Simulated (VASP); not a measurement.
Take Mg2Ge (antifluorite), without spin-orbit terms, in VASP with PAW potentials, and its band gap. mBJ is a potential without an energy functional, so only the levels count.

Q: One run gives 0.09 eV. Which level is it?
A. LDA (own cell)
B. mBJ (TB09) (PBE cell)
C. PBE (own cell)

A: A, LDA (own cell).  The others give 0.57 (mBJ (TB09) (PBE cell)), 0.16 (PBE (own cell)).

Only levels that ran to the end are used. Left out are those held back, those with too coarse a band path, GW runs whose mesh misses a band edge, hybrids' fits of cells that aren't cubic and levels without matching references; a question may draw on a part of the rest.

The compound is Mg2Ge in the antifluorite structure.
